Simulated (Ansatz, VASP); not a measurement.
## MnFe10 (Fe(100)-(2x1)-Mn, hollow site) in two plane-wave programs

Aim: how closely do two programs agree when they are given the same cell, functional and k mesh? The structure shown is the end of the Ansatz relaxation below. Valence electrons are named where the data sets of a main pair hold unlike numbers.

Method: plane waves, with VASP 6.6.1 beside it; single point at LDA, in Ansatz 0.2.0.

In doubt: warnings of the run leave room for a lower electronic state, so energies may not be the lowest and differences between runs may mislead.

## (1) The structure

The cell holds 11 atoms: 10 Fe and 1 Mn. Its edges and angles: a = 5.740 Å, b = 2.870 Å, c = 24.616 Å, α = 90.0°, β = 90.0°, γ = 90.0°. Vacuum lies along c.

## (2) Ansatz: relaxation, LDA

Ansatz runs on its default PAW (the set named soft_2) files.

This run makes the geometry at which the two programs are then compared.

input.yaml reads:

```yaml
crystal:
  lattice:
    - [5.74, 0.0, 0.0]
    - [0.0, 2.87, 0.0]
    - [0.0, 0.0, 24.6160101279]
  atoms:
    - { symbol: Fe, position: [0.0, 0.0, 0.3453037253], spin: 2.5 }
    - { symbol: Fe, position: [0.5, 0.0, 0.3453037253], spin: 2.5 }
    - { symbol: Fe, position: [0.25, 0.5, 0.403599119], spin: 2.5 }
    - { symbol: Fe, position: [0.75, 0.5, 0.403599119], spin: 2.5 }
    - { symbol: Fe, position: [0.0, 0.0, 0.4618945126], spin: 2.5 }
    - { symbol: Fe, position: [0.5, 0.0, 0.4618945126], spin: 2.5 }
    - { symbol: Fe, position: [0.25, 0.5, 0.5201899062], spin: 2.5 }
    - { symbol: Fe, position: [0.75, 0.5, 0.5201899062], spin: 2.5 }
    - { symbol: Fe, position: [0.0, 0.0, 0.5784852999], spin: 2.5 }
    - { symbol: Fe, position: [0.5, 0.0, 0.5784852999], spin: 2.5 }
    - { symbol: Mn, position: [0.25, 0.5, 0.6546962747], spin: 3.5 }
magnetization:
  spin_polarized: true
kpoints:
  mp_grid: { grid: [5, 10, 1] }
hamiltonian:
  xc: lda
scf:
  occupations: { method: fermi_dirac, width: 0.1 }
  convergence: { dr2_threshold: 1.0e-08 }
efield:
  axis: 3
  dipole_correction: true
  ramp_position: 0.97
  ramp_width: 0.06
relax:
  f_tol: 0.015
  max_steps: 90
  constraints: [{ sites: [0, 1, 2, 3] }]
output:
  write_potential: true
  write_density: true
  volumetric_format: npy
```

The run is started by

```bash
$ ansatz run input.yaml --threads 4 --pin off --max-ram 6144MiB --backend cpu --events-out ev --progress --plain --runs-dir out
```

Numbers of over 12 decimals in the logs are rounded to 6 here.

Output:

```text
Engine: ansatz 0.2.0, x86_64-unknown-linux-gnu
Pseudopotentials: kind: paw
Pseudopotential: Fe, paw, valence charge 16, recommended cutoff 420 eV (normal), Fe.paw.azcp
Pseudopotential: Mn, paw, valence charge 15, recommended cutoff 420 eV (normal), Mn.paw.azcp
Functional definition: SPW92
  exchange = slater_x
  correlation = pw_c
Crystal: 11 atoms, lattice volume = 405.519 Å³
Basis set: ecut = 420 eV, 7985 PW (Γ)
Bands: 123, of which v1, the nominal top of the filled ones, is band 88 counted from 1 (87 counted from 0)
Symmetry: 4 space group operations
k-points: 18 of 50
Non-local potential: Fe, projectors of the file, l = 0: 3, l = 1: 2, l = 2: 3, l = 3: 1
Non-local potential: Mn, projectors of the file, l = 0: 3, l = 1: 2, l = 2: 3, l = 3: 1
PAW form: soft (Blöchl's): semilocal exchange-correlation on the pseudo side does not see the compensation charge
PAW frozen core: Fe, regenerated for the run's functional, and the local potential with it (the file was generated under x = pbe(κ = 0.804, μ = 0.219515), c = pbe(β = 0.066725))
PAW frozen core: Mn, regenerated for the run's functional, and the local potential with it (the file was generated under x = pbe(κ = 0.804, μ = 0.219515), c = pbe(β = 0.066725))
PAW one-centre angular grid: Fe, 590 points (default); XC on 64 Gauss nodes
PAW one-centre angular grid: Mn, 590 points (default); XC on 64 Gauss nodes
Initial density: superposition of atomic densities (neutral atoms: chi_scale 0, normalization atom)
Starting moments: Σ|m| = 28.5 μB on 11 of 11 sites
Initial wavefunctions: pseudopotential atomic-orbital guess
Functional: x = slater, c = lda
SCF iter   1: F=—  HF=-48030.843128 eV  |F-HF|=—  |Δ(HF+E_count)|=         —  Δρ=4.21e-2 (↑1.98e-2 ↓4.21e-2)  dr2=3.95e1  dr2_m=1.66e0  M=28.076 μB ∫|m|=28.293 μB  β_m=1.00  ethr=3.10e-3  p=-0.000 e·Å  D=-2.60e-7 V/Å  ΔV_dip=0.00 eV  dr2_dipole=9.87e-1  V_vac-E_F(+/−)=7.58/7.58 eV  ⟨swp⟩=9.4  Hψ=22092  notcnv=0  defer=158
Mixer restart at iter 1: flushing history
efield: sawtooth ramp at fractional position 0.9700 (set: `efield.ramp_position`, or a place that a band, a saddle search or an elastic batch's reference lends), width 0.0600; the density the first Hamiltonian is built on has a dipole p = -0.000 e·Å; the dipole correction subtracts the counter field D = -2.60e-7 V/Å, which shifts the + side's vacuum level by +0.00 eV against the − side's; the planar-averaged density in the ramp window peaks in size at 3.6e-6 e/Å³
preconditioner: auto → LDOS  [metal: Δε(μ)=0.012 eV  Ē_g=6.266 eV  σ=0.100 eV  W_gap=0.03  n_scr=80 (ndim 8)  ℏωp=17.2 eV  f_vac=0.581  D(μ)=15.52/eV (n_scr^D=130)]
spin=Collinear: LDOS preconditioning applied to the charge; magnetization (m = ρ↑ − ρ↓) channel mixes plain (no charge-response kernel on spin).
SCF iter   2: F=—  HF=-48025.774349 eV  |F-HF|=—  |Δ(HF+E_count)|=    5.07e0  Δρ=1.39e-2 (↑1.39e-2 ↓1.02e-2)  dr2=6.77e0  dr2_m=2.73e-1  M=28.701 μB ∫|m|=29.211 μB  β_m=0.34  ethr=3.10e-3  p=0.036 e·Å  D=1.60e-2 V/Å  ΔV_dip=-0.39 eV  dr2_dipole=8.07e-2  V_vac-E_F(+/−)=5.72/6.11 eV  ⟨swp⟩=3.1  Hψ=8420  notcnv=0  defer=370
density mixer auto → msr1: a metal under ldos (density of states about μ 3.01 of a free-electron gas's, 80 screened modes)
SCF iter   3: F=—  HF=-48028.711391 eV  |F-HF|=—  |Δ(HF+E_count)|=    2.94e0  Δρ=6.94e-3 (↑6.94e-3 ↓5.26e-3)  dr2=5.99e-1  dr2_m=8.45e-2  M=28.819 μB ∫|m|=29.402 μB  β_m=0.43  ethr=3.10e-3  p=0.048 e·Å  D=2.12e-2 V/Å  ΔV_dip=-0.52 eV  dr2_dipole=8.82e-3  V_vac-E_F(+/−)=4.61/5.13 eV  ⟨swp⟩=2.1  Hψ=5751  notcnv=0  defer=380
SCF iter   4: F=—  HF=-48030.796504 eV  |F-HF|=—  |Δ(HF+E_count)|=    2.09e0  Δρ=4.24e-3 (↑4.24e-3 ↓3.81e-3)  dr2=1.22e-1  dr2_m=4.57e-2  M=29.034 μB ∫|m|=29.654 μB  β_m=0.72  ethr=3.42e-4  p=0.043 e·Å  D=1.94e-2 V/Å  ΔV_dip=-0.48 eV  dr2_dipole=3.70e-2  V_vac-E_F(+/−)=4.06/4.54 eV  ⟨swp⟩=2.5  Hψ=6903  notcnv=0  defer=374
SCF iter   5: F=—  HF=-48031.502186 eV  |F-HF|=—  |Δ(HF+E_count)|=         —  Δρ=4.97e-3 (↑4.97e-3 ↓3.69e-3)  dr2=7.73e-2  dr2_m=6.01e-2  M=29.645 μB ∫|m|=30.265 μB  β_m=0.72  ethr=6.97e-5  p=0.027 e·Å  D=1.19e-2 V/Å  ΔV_dip=-0.29 eV  dr2_dipole=1.49e-3  V_vac-E_F(+/−)=4.04/4.33 eV  ⟨swp⟩=2.4  Hψ=8423  notcnv=0  defer=363
SCF iter   6: F=—  HF=-48031.501125 eV  |F-HF|=—  |Δ(HF+E_count)|=   1.06e-3  Δρ=1.10e-3 (↑1.10e-3 ↓9.81e-4)  dr2=1.21e-2  dr2_m=1.27e-3  M=29.543 μB ∫|m|=30.174 μB  β_m=0.70  ethr=4.42e-5  p=0.022 e·Å  D=9.69e-3 V/Å  ΔV_dip=-0.24 eV  dr2_dipole=8.34e-4  V_vac-E_F(+/−)=4.00/4.24 eV  ⟨swp⟩=2.1  Hψ=7095  notcnv=0  defer=363
SCF iter   7: F=—  HF=-48031.505042 eV  |F-HF|=—  |Δ(HF+E_count)|=   3.92e-3  Δρ=1.06e-3 (↑1.06e-3 ↓3.73e-4)  dr2=4.43e-3  dr2_m=1.22e-3  M=29.563 μB ∫|m|=30.197 μB  β_m=0.61  ethr=6.89e-6  p=0.023 e·Å  D=1.04e-2 V/Å  ΔV_dip=-0.26 eV  dr2_dipole=2.17e-4  V_vac-E_F(+/−)=3.98/4.24 eV  ⟨swp⟩=2.4  Hψ=7994  notcnv=0  defer=361
[...]
SCF converged after 10 iterations
Magnetization: 25.9088 μB (100.4544 up, 74.5456 down)
Absolute magnetization: 26.4006 μB (∫|ρ↑−ρ↓|, with the PAW one-centre terms)
Spin contamination: 0.2762 ħ² per cell (⟨S²⟩ above its minimum at these occupations)
Per-site moments (μB) at R_I (Å): [(2.885823, 1.025266), (2.885823, 1.025266), (2.178871, 0.995335), (2.115304, 0.989651), (2.134117, 0.989651), (2.134117, 0.989651), (1.949040, 0.990113), (1.831659, 0.973156), (1.955947, 0.973156), (1.955947, 0.973156), (3.044779, 0.994851)]
Free energy (F): -48032.712308 eV
Harris-Foulkes:  -48032.712308 eV  (|F-HF|=5.69e-9)
Internal energy: -48032.226994 eV  (E = F + TS)
E sigma→0 (E₀):  -48032.469651 eV
Entropy (-TS):   -0.485314 eV (-44.119 meV/atom)
Fermi energy:    2.802631 eV
Dipole field:    D = -0.001736 V/Å  (p = -0.003891 e·Å, saw-weighted, corrected)
Work function:   Φ+ = 4.2542 eV   Φ− = 4.2115 eV
Levels:          The Fermi level and band energies are counted from a zero that moves with the ramp; work functions are not
--- Per-component energies (eV) ---
  E_band       = -5015.981672
  E_kinetic    = 3811.862926
  E_local      = -363261.228570  (includes V_loc(G=0)·N_el)
  E_nonlocal   = 2490.491750
  E_hartree    = 178449.062285
  E_xc         = -1275.239306
  E_vxc        = -1649.527880  (∫ρ·V_xc dr)
  E_paw        = -14310.945635  (= ΣΔE_a)
  E_vpaw       = -3305.466823  (= ΣTr[D̂ρ^β])
  E_aug_tail   = 0.008536  (compensation charges beyond the density's cutoff)
  E_efield     = 0.000003  (sawtooth field / dipole correction)
  E_vefield    = -0.231502  (∫n·V_field dr)
  E_ewald      = 146059.361707
  E_core_change = 4.399310  (= ΣΔE_core)
  E_smearing   = -0.485314  (= −TS)
  E_closure    = 0.000000  (closes the sum)
  Σ components = -48032.712308   (vs F -48032.712308, Δ=0.00e0)
--- Forces (eV/Å), atoms counted from 1 ---
  atom   1  Fe     0.02182413     0.00000000     1.05465582
  atom   2  Fe    -0.02182413     0.00000000     1.05465582
  atom   3  Fe     0.00000000     0.00000000    -1.16990663
  atom   4  Fe     0.00000000     0.00000000    -0.93690677
  atom   5  Fe     0.00067040     0.00000000     0.00088796
  atom   6  Fe    -0.00067040     0.00000000     0.00088796
  atom   7  Fe     0.00000000     0.00000000    -0.00105636
  atom   8  Fe     0.00000000     0.00000000    -0.00080353
  atom   9  Fe    -0.00077119     0.00000000    -0.00107059
  atom  10  Fe     0.00077119     0.00000000    -0.00107059
  atom  11  Mn     0.00000000     0.00000000     0.00015721
  max |Σ_I F_I| component: 4.30e-4 eV/Å
--- Band table (eV; the first three rows and the last of 36) ---
  k-point 0 ↑: bands = [... 84 lower, 1.5295, 1.6341, 1.6715, 1.6716, 1.7106, 1.8951, 1.9640, 1.9836, ... 31 higher]
  k-point 1 ↑: bands = [... 84 lower, 1.5490, 1.5952, 1.6371, 1.6950, 1.8261, 1.9101, 1.9336, 1.9901, ... 31 higher]
  k-point 2 ↑: bands = [... 84 lower, 1.6198, 1.6385, 1.6991, 1.7309, 1.8103, 1.8690, 1.9126, 1.9216, ... 31 higher]
  k-point 17 ↓: bands = [... 84 lower, 3.9598, 4.0378, 4.0687, 4.2025, 4.2029, 4.2635, 4.2788, 4.3285, ... 31 higher]
--- Relaxed structure (9 steps of the walk, 9 accepted, 0 SCFs on fresh bases) ---
  F+E_penalty+E_count = -48032.71230836 eV   max|allowed force component| = 1.071e-3 eV/Å
  atoms:
    - { symbol: Fe, position: [0.0, 0.0, 0.345304] }
    - { symbol: Fe, position: [0.5, 0.0, 0.345304] }
    - { symbol: Fe, position: [0.25, 0.5, 0.403599] }
    - { symbol: Fe, position: [0.750000, 0.5, 0.403599] }
    - { symbol: Fe, position: [-0.00201272, 0.0, 0.456105] }
    - { symbol: Fe, position: [0.502013, 0.0, 0.456105] }
    - { symbol: Fe, position: [0.25, 0.5, 0.509596] }
    - { symbol: Fe, position: [0.750000, 0.5, 0.512183] }
    - { symbol: Fe, position: [-0.00113382, 0.0, 0.561368] }
    - { symbol: Fe, position: [0.501134, 0.0, 0.561368] }
    - { symbol: Mn, position: [0.25, 0.5, 0.614013] }
```

In the SCF lines HF is the Harris–Foulkes energy and dr2 the Hartree energy of the density residual, in eV; the loop may stop once dr2 is under the threshold and the program's other checks hold. Hψ counts applications of the Hamiltonian.

(Part 1 of 2 ends here.)

[Lines on the potential files, build, host, timing and source positions are cut from VASP's logs without a mark.]

[Logs are printed without paths, hosts, clocks, repeated set-up lines and the standing remarks that a program may print on its own settings, such as how far it seeks lower states.]

[Hosts, paths, dates, database ids (printed as entryN), source tags and the programs' standing remarks are cut or masked in the printed files.]
